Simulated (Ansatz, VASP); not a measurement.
# KMgF3: VASP beside Ansatz, part 2 of 2

One calculation is typed for both programs; each brings its own data sets and cutoff. How far apart do they land? The cell is a member of a volume series, scaled by 0.97 from a relaxed one, so a pressure remains.

VASP 6.6.1 and Ansatz 0.2.0.

So far. Step 2 (Ansatz: single point, PBEsol, volume scaled by 0.97): The run ends at a pressure of 2.79 GPa.

## 6. VASP: single point, PBEsol, volume scaled by 1.03

Level of this step: PBEsol; plane waves and PAW (K_sv, Mg, F) (VASP).

A single point gives forces, pressure and levels at one fixed geometry, so differences don't come from the geometry; what else differs is listed under the comparison. The cell compared in this pair holds 65.16 Å³, against 61.37 Å³ for the pair before.

The input asks for a relaxation, which ended at its first step since no free force or stress exceeded the threshold; so it serves as a single point.

INCAR reads:

```
SYSTEM = KMgF3
PREC = Accurate
ENCUT = 560
EDIFF = 1E-07
NELM = 100
ISMEAR = 0
SIGMA = 0.03
LREAL = .FALSE.
ALGO = Normal
GGA = PS
NBANDS = 22
LORBIT = 11
LWAVE = .FALSE.
LCHARG = .FALSE.
KPAR = 8
IBRION = 2
NSW = 50
ISIF = 4
EDIFFG = -0.002
```

POSCAR reads:

```
KMgF3
1.0
    4.0240876256      0.0000000000      0.0000000000
    0.0000000000      4.0240876256      0.0000000000
    0.0000000000      0.0000000000      4.0240876256
K Mg F
1 1 3
Direct
    0.5000000000      0.5000000000      0.5000000000
    0.0000000000      0.0000000000      0.0000000000
    0.0000000000      0.0000000000      0.5000000000
    0.0000000000      0.5000000000      0.0000000000
    0.5000000000      0.0000000000      0.0000000000
```

KPOINTS reads:

```
Automatic mesh
0
Gamma
6 6 6
0 0 0
```

The projector-augmented-wave data sets are K_sv, Mg and F (PBE family, release 64).

Started as:

```sh
> mpirun -np 8 vasp_std
```

Numbers of over 12 decimals in the logs are rounded to 6 here.

The program printed:

```text
[banner, memory and clock lines left out]
running    8 mpi-ranks, on    1 nodes
[...]
[... a notice as in an earlier step ...]

 [... a notice as in an earlier step ...]

 LDA part: xc-table for (Slater+PW92), standard interpolation
 POSCAR, INCAR and KPOINTS ok, starting setup
[...]
entering main loop
       N       E                     dE             d eps       ncg     rms          rms(c)
DAV:   1     0.237605213078E+03    0.23761E+03   -0.18215E+04   920   0.147E+03
DAV:   2    -0.145513608499E+02   -0.25216E+03   -0.24397E+03  1130   0.372E+02
DAV:   3    -0.265610356710E+02   -0.12010E+02   -0.11963E+02  1216   0.763E+01
DAV:   4    -0.271299481519E+02   -0.56891E+00   -0.56837E+00  1370   0.998E+00
[...]
DAV:  14    -0.252564838855E+02    0.13524E-06   -0.78215E-07  1060   0.592E-03    0.246E-03
DAV:  15    -0.252564837101E+02    0.17544E-06   -0.14487E-07   684   0.307E-03    0.109E-03
DAV:  16    -0.252564837355E+02   -0.25403E-07   -0.21505E-08   506   0.109E-03
   1 F= -.25256484E+02 E0= -.25256484E+02  d E =-.252565E+02
[...]
reached required accuracy - stopping structural energy minimisation
```

Parts of OUTCAR (step 6):

```text
  Total       -0.8302903     -0.8302903     -0.8302903     -0.0000000     -0.0000000      0.0000000
  in kB      -20.4144776    -20.4144776    -20.4144776     -0.0000000     -0.0000000      0.0000000
  external PRESSURE =     -20.4144776 kB  Pullay stress =       0.0000000 kB

 POSITION                                       TOTAL-FORCE (eV/Angst)
 -----------------------------------------------------------------------------------
      2.01204      2.01204      2.01204         0.000000      0.000000      0.000000
      0.00000      0.00000      0.00000         0.000000      0.000000      0.000000
      0.00000      0.00000      2.01204         0.000000      0.000000      0.000000
      0.00000      2.01204      0.00000         0.000000      0.000000      0.000000
      2.01204      0.00000      0.00000         0.000000      0.000000      0.000000
 -----------------------------------------------------------------------------------
    total drift:                                0.000000      0.000000     -0.000000

  FREE ENERGIE OF THE ION-ELECTRON SYSTEM (eV)
  ---------------------------------------------------
  free  energy   TOTEN  =       -25.2564837355 eV

  energy  without entropy=      -25.2564837355  energy(sigma->0) =      -25.25648374

[... 2 parts as in an earlier step ...]

[... 2 further parts left out ...]
[key lines of the parts left out:]
E-fermi :  -1.7185
```

## 7. Ansatz: single point, PBEsol, volume scaled by 1.03

The same cell, functional, mesh and smearing now go to Ansatz, which takes its cutoff from its data sets.

The cell is a member of a volume series, scaled by 1.03 from a relaxed one, so a pressure remains.

input.yaml reads:

```yaml
crystal:
  lattice:
    - [4.02408763, 0.0, 0.0]
    - [0.0, 4.02408763, 0.0]
    - [0.0, 0.0, 4.02408763]
  atoms:
    - { symbol: K, position: [0.5, 0.5, 0.5] }
    - { symbol: Mg, position: [0.0, 0.0, 0.0] }
    - { symbol: F, position: [0.0, 0.0, 0.5] }
    - { symbol: F, position: [0.0, 0.5, 0.0] }
    - { symbol: F, position: [0.5, 0.0, 0.0] }
hamiltonian:
  xc: pbesol
  pseudopotentials: { kind: paw }
kpoints:
  mp_grid: { grid: [6, 6, 6] }
scf:
  occupations: { method: gaussian, width: 0.03 }
  n_extra_bands: 5
output:
  forces: true
  stress: true
  eigenvalues: true
  write_density: true
  write_potential: true
  elf: true
  volumetric_format: npy
```

Started as:

```sh
> ansatz run input.yaml --threads 2 --pin off --max-ram 4608MiB --backend cpu --events-out ev --progress --plain --runs-dir out
```

The program printed:

```text
[...]
Crystal: 5 atoms, lattice volume = 65.163 Å³
Basis set: ecut = 420 eV, 1309 PW (Γ), exchange–correlation on 54×54×54 points (8 copies of the dense FFT grid, shifted against one another)
Bands: 25, of which v1, the nominal top of the filled ones, is band 20 counted from 1 (19 counted from 0)
Symmetry: 48 space group operations
[...]
k-points: 20 of 216
[...]
k-point 0: bands = [... 16 lower, 1.8730, 2.1565, 2.1565, 2.1565, 9.4187, 12.3989, 12.3989, 14.5289, ... 1 higher]
  k-point 1: bands = [... 16 lower, 1.8184, 1.9021, 2.1057, 2.1057, 9.8958, 12.6377, 12.6686, 14.6546, ... 1 higher]
  k-point 2: bands = [... 16 lower, 1.7008, 1.7008, 2.0086, 2.0086, 11.0643, 13.0371, 13.1434, 14.9173, ... 1 higher]
  k-point 19: bands = [... 16 lower, 1.3847, 2.4787, 2.4787, 2.4787, 12.6911, 12.6911, 12.6911, 16.0620, ... 1 higher]
[key lines of the parts left out:]
SCF converged after 6 iterations
Free energy (F): -5837.484409 eV
Fermi energy:    5.948757 eV
P = ⅓ Tr σ = -1.6739 GPa (-16.739 kbar)
```

Elapsed: 1.6 s, on 2 threads of Arm Neoverse V2, shared host; peak memory 0.32 GiB.

The run ends at a pressure of -1.67 GPa.

## 8. Differences

Both answers:

```csv
quantity,Ansatz,VASP,difference
pressure (GPa),-1.67,-2.04,+0.37
pressure without Ansatz's Pulay correction (GPa),-2.25,-2.04,-0.21
gap on the k mesh (eV),6.940,6.915,+0.025
```

A gap on the mesh is an upper bound, since the band edges may lie between its points. Ansatz's pressure holds a Pulay correction of 0.58 GPa; VASP's holds none.

## 9. Further runs

Further runs change the set-up of one program: Ansatz's method, potentials or start, or VASP's data sets, cutoff or form of LDA. The table gives Ansatz less VASP for each quantity, since a change that brings one quantity closer may part another.

```
                              run  pressure (GPa)  gap on the k mesh (eV)
                         as above            0.37                   0.025
Ansatz's all-electron LAPW method            0.36                   0.014
```

## 10. VASP: single point, r2SCAN, volume scaled by 1.015

With cell and atoms fixed, the geometry can't cause a difference; cores, projectors, grids and the points listed under the comparison can. The cell compared in this pair holds 63.53 Å³, against 65.16 Å³ for the pair before.

The input asks for a relaxation, which ended at its first step since no free force or stress exceeded the threshold; so it serves as a single point.

INCAR reads:

```
SYSTEM = KMgF3
PREC = Accurate
ENCUT = 560
EDIFF = 1E-06
NELM = 100
ISMEAR = 0
SIGMA = 0.03
LREAL = .FALSE.
ALGO = Normal
METAGGA = R2SCAN
LASPH = .TRUE.
NBANDS = 22
LORBIT = 11
LWAVE = .FALSE.
LCHARG = .FALSE.
KPAR = 8
IBRION = 2
NSW = 30
ISIF = 4
EDIFFG = -0.01
```

Edit POSCAR of step 6 so:

```diff
@@ -2,5 +2,5 @@
 1.0
-    4.0240876256      0.0000000000      0.0000000000
-    0.0000000000      4.0240876256      0.0000000000
-    0.0000000000      0.0000000000      4.0240876256
+    3.9902613368      0.0000000000      0.0000000000
+    0.0000000000      3.9902613368      0.0000000000
+    0.0000000000      0.0000000000      3.9902613368
 K Mg F
```

KPOINTS is that of step 6.

Started as:

```sh
> mpirun -np 8 vasp_std
```

The program printed:

```text
[banner, memory and clock lines left out]
running    8 mpi-ranks, on    1 nodes
[...]
[... a notice as in an earlier step ...]

 [... a notice as in an earlier step ...]

 LDA part: xc-table for (None), standard interpolation
 POSCAR, INCAR and KPOINTS ok, starting setup
[...]
entering main loop
       N       E                     dE             d eps       ncg     rms          rms(c)
DAV:   1     0.224770150249E+03    0.22477E+03   -0.18692E+04   912   0.151E+03
DAV:   2    -0.364696097379E+02   -0.26124E+03   -0.25309E+03  1152   0.393E+02
DAV:   3    -0.479811681266E+02   -0.11512E+02   -0.11457E+02  1210   0.761E+01
DAV:   4    -0.487013163202E+02   -0.72015E+00   -0.71950E+00  1384   0.113E+01
[...]
DAV:  12    -0.374184706076E+02   -0.69284E-05   -0.12542E-04  1084   0.763E-02    0.208E-02
DAV:  13    -0.374184645414E+02    0.60662E-05   -0.26067E-05  1104   0.316E-02    0.466E-03
DAV:  14    -0.374184641712E+02    0.37019E-06   -0.93740E-07   682   0.763E-03
   1 F= -.37418464E+02 E0= -.37418464E+02  d E =-.374185E+02
[...]
reached required accuracy - stopping structural energy minimisation
```

From OUTCAR (step 10):

```text
  Total       -0.4712059     -0.4712059     -0.4712059      0.0000000     -0.0000000      0.0000000
  in kB      -11.8827579    -11.8827579    -11.8827579      0.0000000     -0.0000000      0.0000000
  external PRESSURE =     -11.8827579 kB  Pullay stress =       0.0000000 kB

 POSITION                                       TOTAL-FORCE (eV/Angst)
 -----------------------------------------------------------------------------------
      1.99513      1.99513      1.99513         0.000000      0.000000      0.000000
      0.00000      0.00000      0.00000         0.000000      0.000000      0.000000
      0.00000      0.00000      1.99513         0.000000      0.000000      0.000000
      0.00000      1.99513      0.00000         0.000000      0.000000      0.000000
      1.99513      0.00000      0.00000         0.000000      0.000000      0.000000
 -----------------------------------------------------------------------------------
    total drift:                                0.000000      0.000000     -0.000000

  FREE ENERGIE OF THE ION-ELECTRON SYSTEM (eV)
  ---------------------------------------------------
  free  energy   TOTEN  =       -37.4184641712 eV

  energy  without entropy=      -37.4184641712  energy(sigma->0) =      -37.41846417

[... 2 parts as in an earlier step ...]

[... 2 further parts left out ...]
[key lines of the parts left out:]
E-fermi :  -1.9941
```

## 11. Ansatz: single point, r2SCAN, volume scaled by 1.015

The same cell, functional, mesh and smearing now go to Ansatz, which takes its cutoff from its data sets.

The cell is a member of a volume series, scaled by 1.015 from a relaxed one, so a pressure remains.

Edit input.yaml of step 7 so:

```diff
@@ -2,5 +2,5 @@
   lattice:
-    - [4.02408763, 0.0, 0.0]
-    - [0.0, 4.02408763, 0.0]
-    - [0.0, 0.0, 4.02408763]
+    - [3.99026134, 0.0, 0.0]
+    - [0.0, 3.99026134, 0.0]
+    - [0.0, 0.0, 3.99026134]
   atoms:
@@ -12,3 +12,3 @@
 hamiltonian:
-  xc: pbesol
+  xc: r2scan
   pseudopotentials: { kind: paw }
@@ -23,5 +23 @@
   eigenvalues: true
-  write_density: true
-  write_potential: true
-  elf: true
-  volumetric_format: npy
```

Started as:

```sh
> ansatz run input.yaml --threads 2 --pin off --max-ram 4608MiB --backend cpu --events-out ev --progress --plain --runs-dir out
```

The program printed:

```text
[...]
Crystal: 5 atoms, lattice volume = 63.534 Å³
Basis set: ecut = 500 eV, 1575 PW (Γ), exchange–correlation on 120×120×120 points (64 copies of the dense FFT grid, shifted against one another)
Bands: 25, of which v1, the nominal top of the filled ones, is band 20 counted from 1 (19 counted from 0)
Symmetry: 48 space group operations
[...]
k-points: 20 of 216
[...]
k-point 0: bands = [... 16 lower, 1.5672, 1.8837, 1.8837, 1.8837, 10.4412, 13.0510, 13.0510, 15.3510, ... 1 higher]
  k-point 1: bands = [... 16 lower, 1.5135, 1.6364, 1.8304, 1.8304, 10.9220, 13.2962, 13.3521, 15.4747, ... 1 higher]
  k-point 2: bands = [... 16 lower, 1.4004, 1.4004, 1.7258, 1.7258, 12.1034, 13.8156, 13.8856, 15.7593, ... 1 higher]
  k-point 19: bands = [... 16 lower, 1.0960, 2.1979, 2.1979, 2.1979, 13.5828, 13.5828, 13.5828, 17.0966, ... 1 higher]
[key lines of the parts left out:]
SCF converged after 6 iterations
Free energy (F): -5907.338323 eV
Fermi energy:    6.319574 eV
P = ⅓ Tr σ = -0.5419 GPa (-5.419 kbar)
```

Run time: 2.7 s. Hardware: 2 threads; peak memory 0.43 GiB; 4.9 s of CPU time.

The run ends at a pressure of -0.54 GPa.

## 12. Comparison

What differs besides the data sets and the points named for the pairs above, as far as they apply: VASP keeps PBE cores, Ansatz makes them for the functional; the cutoff is 500 eV in Ansatz and 560 eV in VASP. Total energies have different zeros and are not compared.

Both answers:

| quantity | Ansatz | VASP | difference |
| --- | --- | --- | --- |
| pressure (GPa) | -0.54 | -1.19 | +0.65 |
| pressure without Ansatz's Pulay correction (GPa) | -0.65 | -1.19 | +0.53 |
| gap on the k mesh (eV) | 8.243 | 8.222 | +0.021 |

A gap on the mesh is an upper bound, since the band edges may lie between its points. Ansatz's pressure holds a Pulay correction of 0.11 GPa; VASP's holds none.

## 13. Other set-ups

Further runs change the set-up of one program: Ansatz's method, potentials or start, or VASP's data sets, cutoff or form of LDA. The table gives Ansatz less VASP for each quantity, since a change that brings one quantity closer may part another.

```
                              run  pressure (GPa)  gap on the k mesh (eV)
                         as above            0.65                   0.021
Ansatz's all-electron LAPW method            0.55                   0.022
```

## 14. Summary of results

```json
{
 "difference in gap on the k mesh (single point, PBEsol, volume scaled by 0.97)": "0.024 eV",
 "difference in gap on the k mesh (single point, PBEsol, volume scaled by 1.03)": "0.025 eV",
 "difference in gap on the k mesh (single point, r2SCAN, volume scaled by 1.015)": "0.021 eV",
 "difference in pressure (single point, r2SCAN, volume scaled by 1.015)": "0.65 GPa"
}
```

The difference in pressure is 0.65 GPa (single point, r2SCAN, volume scaled by 1.015), within the 1 GPa picked in this series as the mark of a large difference. Single point, PBEsol, volume scaled by 0.97, Ansatz's all-electron LAPW method: the difference in gap on the k mesh goes from 0.024 to 0.013 eV. Single point, PBEsol, volume scaled by 1.03, Ansatz's all-electron LAPW method: the difference in gap on the k mesh goes from 0.025 to 0.014 eV. For single point, r2SCAN, volume scaled by 1.015, no further run moves any of the tabulated differences by more than a quarter of its size. 2 further runs of this series are not shown here. Such differences can come from data sets, numerical settings and the points named under the comparisons, not from the functional's error against experiment.

[Lines on the potential files, build, host, timing and source positions are cut from VASP's logs without a mark.]

[Logs are printed without paths, hosts, clocks, repeated set-up lines and the standing remarks that a program may print on its own settings, such as how far it seeks lower states.]

[Hosts, paths, dates, database ids (printed as entryN), source tags and the programs' standing remarks are cut or masked in the printed files.]
